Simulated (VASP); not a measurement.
Input:

```
GaN
1.0
    0.00000     2.20280     2.20280
    2.20280     0.00000     2.20280
    2.20280     2.20280     0.00000
Ga N
1 1
Cartesian
  0.00000   0.00000   0.00000
  1.10140   1.10140   1.10140
```

These are SCAN meta-GGA, VASP's PBE PAW potentials (set 64) (plane waves; VASP) values and carry that method's errors. Numerical set-up: 520 eV cut-off, 10×10×10 Γ-centred mesh, Gaussian smearing of 0.050 eV, potentials Ga_d N.

Problem. Predict the energy per atom (σ→0), pressure, band gap (on the k-mesh) with the smallest direct gap where there is one.

Solution. 
```
Item                                          Result
-----------------------------------  ---------------
band gap (on the k-mesh)                     2.47 eV
smallest direct gap (on the k-mesh)          2.47 eV
energy per atom (σ→0)                -13.412 eV/atom
pressure                                   14.34 GPa
```

The absolute energy has meaning only against runs of the same code, potentials and settings.

The compound is GaN in the zinc blende structure, a metastable form; wurtzite is the usual one. This cell is one point of a volume scan, at 0.94 of the reference volume.
